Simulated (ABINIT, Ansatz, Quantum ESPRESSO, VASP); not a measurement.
# One structure in several programs: SiO2 (P4_2/mnm, 6 atoms in the cell)

Self-consistent single point, at a second geometry (lattice scaled by 0.98). First geometry:

```yaml
crystal:
  lattice:
    - [4.22222, 0.00000, 0.00000]
    - [0.00000, 4.22222, 0.00000]
    - [0.00000, 0.00000, 2.69697]
  atoms:
    - { symbol: Si, position: [0.00000, 0.00000, 0.00000] }
    - { symbol: Si, position: [0.50000, 0.50000, 0.50000] }
    - { symbol: O, position: [0.30600, 0.30600, 0.00000] }
    - { symbol: O, position: [0.80600, 0.19400, 0.50000] }
    - { symbol: O, position: [0.19400, 0.80600, 0.50000] }
    - { symbol: O, position: [0.69400, 0.69400, 0.00000] }
```

Shared settings, as Ansatz (an electronic-structure program) writes them: kpoints.mp_grid.grid = 5 5 8; scf.occupations.method = fermi_dirac; scf.occupations.width = 0.05 eV. Potentials and cutoffs stand in the table.

```tsv
code	model	ΔF from the first geometry (meV/atom)	pressure (GPa)	largest force (eV/Å)	gap on the mesh (eV)	cutoff
ABINIT	PBE, norm-conserving pseudopotentials (PseudoDojo nc-sr-05 PBE standard)	27.1	19.91	0.279	6.188	42 Ha
VASP	PBE, VASP's PBE PAW potentials (set 64)	31.9	12.64	0.298	6.115	400 eV
Quantum ESPRESSO	PBE, GBRV 1.5 ultrasoft (PBE) pseudopotentials	31.7	21.63	0.312	6.188	40 Ry
Ansatz	PBE, default PAW files	30.3	20.15	0.301	6.136	420 eV
```

For VASP (by 8.8 GPa) and Ansatz (by 1.0 GPa) the energy change implies a higher mean pressure, against the two pressures, than for the other programs: a sign of finite-basis (Pulay) stress.

Gaps are read on the mesh.

The spread over the programs that give each value: ΔF from the first geometry within 4.8 meV/atom; pressure within 8.99 GPa; largest force within 0.033 eV/Å; gap on the mesh within 0.073 eV.

Ansatz's pressure is given at a fixed set of plane waves, as the other plane-wave codes print theirs; with its correction for the finite basis it is 21.21 GPa (the shift of 1.06 GPa shows how far the cutoff is from converged). In the pressure, VASP (by 7.39) and Quantum ESPRESSO (by 1.60) lie more than 1 GPa from the median of the plane-wave programs.

VASP's run is marked for a possible Pulay error in its stress at this cutoff; no cutoff test was made.

The starting cell has typed, rounded lattice constants, without a prior relaxation at this level. Its lattice was rescaled by a random factor within 2.5 % of one. For this run, on top of that: lattice scaled by 0.98.

Left out of this page: GPAW, CP2K, FLEUR and SIESTA (not drawn, or without a comparable value).

Keys are those of Ansatz 0.2.
